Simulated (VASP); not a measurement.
A convergence study with VASP on SrTiO3 (cubic perovskite): one setting is varied, all else stays as given below, so the limit is that of these other settings. Each run relaxes cell and ions from the cell shown. The basis is that of the starting cell, so low cut-offs carry a Pulay error.

```
CELL_PARAMETERS angstrom
      3.90500     0.00000     0.00000
      0.00000     3.90500     0.00000
      0.00000     0.00000     3.90500
ATOMIC_POSITIONS crystal
  Sr 0.00000 0.00000 0.00000
  Ti 0.50000 0.50000 0.50000
  O  0.50000 0.00000 0.50000
  O  0.00000 0.50000 0.50000
  O  0.50000 0.50000 0.00000
```

Calculation: PBEsol GGA, VASP's PBE PAW potentials (set 64) (plane waves; VASP 6.6.1). The tightest run used: 800 eV cut-off, 4×4×4 Γ-centred mesh, Gaussian smearing of 0.050 eV, potentials Sr_sv Ti_sv O.

Gaps are read on the run's mesh, which can miss a band edge.

Question: The settings run are ENCUT = 250; ENCUT = 300; ENCUT = 350; ENCUT = 400; ENCUT = 450; ENCUT = 500; ENCUT = 550; ENCUT = 600; ENCUT = 650; ENCUT = 700; ENCUT = 750; ENCUT = 800. From which on does the relaxed volume stay within 0.05 Å³/atom of the tightest run?

Answer: From ENCUT = 500 on: it is off by 0.006 there and by no more than 0.05 in any finer run, while ENCUT = 450 is off by 0.073.
```tsv
setting	relaxed volume (Å³/atom)	E (eV/atom)	gap on the mesh (eV)	plane waves	difference judged (Å³/atom)
ENCUT = 250	9.731	-9.2654	2.214	554	2.100
ENCUT = 300	10.549	-8.6640	1.952	739	1.281
ENCUT = 350	11.169	-8.4610	1.903	912	0.662
ENCUT = 400	11.555	-8.4134	1.840	1108	0.276
ENCUT = 450	11.757	-8.4019	1.806	1328	0.073
ENCUT = 500	11.825	-8.3998	1.794	1528	0.006
ENCUT = 550	11.829	-8.3999	1.793	1763	0.002
ENCUT = 600	11.819	-8.4009	1.796	2008	0.012
ENCUT = 650	11.815	-8.4019	1.797	2272	0.016
ENCUT = 700	11.818	-8.4027	1.797	2522	0.013
ENCUT = 750	11.824	-8.4029	1.796	2801	0.007
ENCUT = 800	11.831	-8.4031	1.795	3112	0.000
```

Left out are rungs that failed or repeat a setting and relaxations that didn't move; long series are thinned to 24 rows.

The compound is SrTiO3 in the cubic perovskite structure, the ideal cubic form; the compound distorts at low or room temperature.
